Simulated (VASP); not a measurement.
Given:

```
CELL_PARAMETERS angstrom
      2.21632     1.27959     7.23134
     -2.21632     1.27959     7.23134
      0.00000    -2.55918     7.23134
ATOMIC_POSITIONS crystal
  Te 0.50000 0.50000 0.50000
  Pb 0.74468 0.74468 0.74468
  Pb 0.25532 0.25532 0.25532
  Se 0.00000 0.00000 0.00000
```

All values below come from PBEsol GGA, VASP's PBE PAW potentials (set 64) (plane waves; VASP 6.6.1). Settings: 400 eV cut-off, 7×7×7 Γ-centred mesh, tetrahedra with Blöchl corrections, potentials Te Pb_d Se.

The cores are frozen, which limits the accuracy of field gradients.

Question: Give the principal components of the electric field gradient (V/Å²) and the asymmetry η at each nucleus.

Answer: 
| atom | Vxx | Vyy | Vzz | η |
|---|---|---|---|---|
| Te1 | -19.8 | -19.8 | 39.5 | 0.00 |
| Pb2 | 2.5 | 2.5 | -5.0 | 0.00 |
| Pb3 | 2.5 | 2.5 | -5.0 | 0.00 |
| Se4 | 13.7 | 13.7 | -27.4 | 0.00 |

The structure comes from a computed database's TePb2Se entry (R-3m); how it stands against other phases isn't given here. It was relaxed first.
